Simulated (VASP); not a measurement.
Runs of VASP 6.6.1 on OGaCl2H. The cell holds a molecule in a box, 5 atoms: a = 12.000 Å, b = 13.000 Å, c = 12.000 Å, α = 90.00°, β = 90.00°, γ = 90.00°. 

```tsv
level	potentials or basis	cutoff (eV)	grid for exact exchange (PRECFOCK)	screening parameter	gap on the mesh (eV)	largest force (eV/Å)
HSE06+D3(BJ)	VASP PAW PBE potentials, release 64 (O, Ga_d, Cl, H)	520	Fast	0.2 1/A	6.83	0.28
r2SCAN+D4	VASP PAW PBE potentials, release 64 (O_s, Ga_d, Cl, H_s)	400	-	-	5.84	1.39
BLYP+D3(BJ)	VASP PAW PBE potentials, release 64 (O, Ga_d, Cl, H)	520	-	-	5.07	0.84
r2SCAN+D3(BJ)	VASP PAW PBE potentials, release 64 (O, Ga_d, Cl, H)	520	-	-	(c)	0.26
LDA	VASP PAW LDA potentials, release 64 (O, Ga_d, Cl, H)	520	-	-	(a)	(b)
```

Alike in all rows: task single point; no spin polarisation; cell as given; k mesh 1 × 1 × 1; smearing gaussian 0.01 eV.

Estimate the missing entries.

(a) 5.09; (b) 1.03; (c) 5.86.

Caveats: the PAW data sets were made with another functional, which shifts forces and pressure a little (some runs).

A k mesh can miss the band edges, and the runs leave out spin-orbit coupling on Ga.

Runs at the PBE level aren't shown here.
